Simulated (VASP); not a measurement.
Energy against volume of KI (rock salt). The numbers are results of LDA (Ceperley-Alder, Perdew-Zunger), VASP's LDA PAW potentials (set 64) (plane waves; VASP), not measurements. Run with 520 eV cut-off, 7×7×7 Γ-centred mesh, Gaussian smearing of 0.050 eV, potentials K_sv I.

```json
[
 {"V (Å³/atom)": "38.562", "E (eV/atom)": "-3.08105"},
 {"V (Å³/atom)": "39.754", "E (eV/atom)": "-3.08310"},
 {"V (Å³/atom)": "40.947", "E (eV/atom)": "-3.08155"},
 {"V (Å³/atom)": "42.140", "E (eV/atom)": "-3.07699"}
]
```

Fit these four points and predict the energy of the run at 37.369 Å³/atom.

A cubic in V^(−2/3), the third-order Birch-Murnaghan form, passes through the four points with V0 = 39.80 Å³/atom and B0 = 16 GPa, and gives -3.0747 eV/atom there. The run gave -3.0747 eV/atom, -0.0 meV/atom from the fit; all five points give B0 = 16 GPa.

The compound is KI in the rock salt structure. It was relaxed first, which changed the volume by -10 %.
